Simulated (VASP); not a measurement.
A convergence study with VASP on AgBr (rock salt): one setting is varied, all else stays as given below, so the limit is that of these other settings. Each run relaxes cell and ions; the cell shown is the tightest run's result.

```yaml
crystal:
  lattice:
    - [0.00000, 2.91908, 2.91908]
    - [2.91908, 0.00000, 2.91908]
    - [2.91908, 2.91908, 0.00000]
  atoms:
    - { symbol: Ag, position: [0.00000, 0.00000, 0.00000] }
    - { symbol: Br, position: [0.50000, 0.50000, 0.50000] }
```

Method: PBE GGA, VASP's PBE PAW potentials (set 64) (plane waves; VASP). The tightest run used: 550 eV cut-off, 12×12×12 Γ-centred mesh, Gaussian smearing of 0.050 eV, potentials Ag Br.

The reference is 12×12×12 mesh, which took about 60 core-seconds. Times come from single runs on busy shared machines, so they are rough: good to a factor of about 2.

Q: Of the settings 2×2×2 mesh; 3×3×3 mesh; 4×4×4 mesh; 5×5×5 mesh; 6×6×6 mesh; 7×7×7 mesh; 8×8×8 mesh; 9×9×9 mesh; 10×10×10 mesh; 11×11×11 mesh; 12×12×12 mesh, which is the lowest that keeps the difference from the reference in relaxed volume (Å³/atom) within 0.02 from there on, and what does it cost?

A: 6×6×6 mesh; its cost over the reference is about 1/3.
```csv
setting,difference in relaxed volume (Å³/atom),cost over the reference
2×2×2 mesh,3.990,about 1/2
3×3×3 mesh,0.487,about 1/6
4×4×4 mesh,0.146,about 1/5
5×5×5 mesh,0.035,about 1/4
6×6×6 mesh,0.010,about 1/3
7×7×7 mesh,0.002,about 1/3
8×8×8 mesh,0.001,about 1/2
9×9×9 mesh,0.001,within a factor of 2
10×10×10 mesh,0.000,within a factor of 2
11×11×11 mesh,0.000,within a factor of 2
12×12×12 mesh,0.000,reference
```

Left out are rungs that failed or repeat a setting and relaxations that didn't move; long series are thinned to 24 rows.

The compound is AgBr in the rock salt structure.
